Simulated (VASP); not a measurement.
TiO₂ (space group I4_1/amd): the measured cell of entry 7206075 of the Crystallography Open Database is

```
TiO2
1.0
   -1.89250     1.89250     4.75980
    1.89250    -1.89250     4.75980
    1.89250     1.89250    -4.75980
Ti O
2 4
Direct
  0.00000   0.00000   0.00000
  0.75000   0.25000   0.50000
  0.21017   0.21017   0.00000
  0.96017   0.46017   0.50000
  0.53983   0.03983   0.50000
  0.78983   0.78983   0.00000
```

Level of theory: SCAN meta-GGA, VASP's PBE PAW potentials (set 64) (plane waves; VASP 6.6.1). Settings: 520 eV cut-off, 9×9×9 Γ-centred mesh, tetrahedra with Blöchl corrections, potentials Ti_sv O.

The calculation is for a static lattice at zero pressure; the measurement, at 298 K, holds thermal and zero-point expansion. The entry's conditions were not checked, so it may have been measured under pressure.

Q: How far does the relaxed conventional cell lie from the measured one?

A: 
|  | measured | computed | difference |
|---|---|---|---|
| a (Å) | 3.785 | 3.784 | -0.0 % |
| c (Å) | 9.520 | 9.558 | +0.4 % |
| V (Å³/atom) | 11.36 | 11.40 | +0.3 % |

The structure comes from a measured TiO2 entry (I4_1/amd) of the Crystallography Open Database, whose conditions weren't checked. It was relaxed first. Symmetry was kept, so distortions that lower it aren't found.
